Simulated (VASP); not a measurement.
An input for Ansatz (written as the equivalent of a VASP run, and not itself run):

Ansatz 0.2 input:
```yaml
crystal:
  lattice:
    - [7.0242936, -0.0000000, 0.0000000]
    - [-3.5121473, 6.0832169, 0.0000000]
    - [0.0000000, 0.0000000, 3.3680049]
  atoms:
    - { symbol: Ta, position: [0.2624504, 1.0000000, 1.0000000] }
    - { symbol: Ta, position: [1.0000000, 0.2624504, 0.0000000] }
    - { symbol: Ta, position: [0.7375496, 0.7375496, 0.0000000] }
    - { symbol: Ta, position: [0.5963303, 1.0000000, 0.5000000] }
    - { symbol: Ta, position: [1.0000000, 0.5963303, 0.5000000] }
    - { symbol: Ta, position: [0.4036697, 0.4036697, 0.5000000] }
    - { symbol: Si, position: [0.0000000, 0.0000000, 0.5000000] }
    - { symbol: Si, position: [0.3333330, 0.6666670, 1.0000000] }
    - { symbol: Si, position: [0.6666670, 0.3333330, 0.0000000] }
kpoints:
  mp_grid: { grid: [5, 5, 8] }
hamiltonian:
  xc: pbesol
  pseudopotentials: { kind: paw }
scf:
  occupations: { method: methfessel_paxton, width: 0.1 }
  max_iter: 100
relax:
  max_steps: 60
  f_tol: 0.02
  cell: {}
output: { forces: true, stress: true, eigenvalues: true }
```

### Question
Write the VASP files for the same calculation (PBEsol).

### Answer
One answer among several that fit: 
File POSCAR:
```
Ta2Si
1
    7.0242936266    -0.0000000184    -0.0000000000
   -3.5121473470     6.0832169107    -0.0000000000
    0.0000000000     0.0000000000     3.3680048510
Ta Si
6 3
Direct
  0.2624504391   1.0000000000   1.0000000000
  1.0000000000   0.2624504391   0.0000000000
  0.7375495609   0.7375495609   0.0000000000
  0.5963303253   1.0000000000   0.5000000000
  1.0000000000   0.5963303253   0.5000000000
  0.4036696747   0.4036696747   0.5000000000
  0.0000000000   0.0000000000   0.5000000000
  0.3333330000   0.6666670000   1.0000000000
  0.6666670000   0.3333330000   0.0000000000
```

### INCAR
```
ALGO = Normal
EDIFF = 1E-6
EDIFFG = -0.02
ENCUT = 400
GGA = PS
IBRION = 2
ISIF = 3
ISMEAR = 1
LASPH = .TRUE.
LCHARG = .FALSE.
LMAXMIX = 6
LREAL = .FALSE.
LWAVE = .FALSE.
NELM = 100
NSW = 60
PREC = Accurate
SIGMA = 0.1
SYSTEM = Ta2Si
```

KPOINTS:
```
Regular mesh
0
G
5 5 8
```

POTCAR, in this order: Ta_pv Si (PBE.64 set). Program: vasp_std.

What does not carry over: each code has its own PAW files, so the cut-off isn't converted (ENCUT is set for VASP's; basis.ecutwfc is left out, and Ansatz then takes the one that its files recommend); Ansatz stops its SCF on the density residual and VASP on the energy change (EDIFF).

The structure was generated: Ta2Si was put into the Fe2P type (P-62m), which need not be its known phase. This run relaxes it. Symmetry was kept, so distortions that lower it aren't found. The start is the result of an earlier pass.
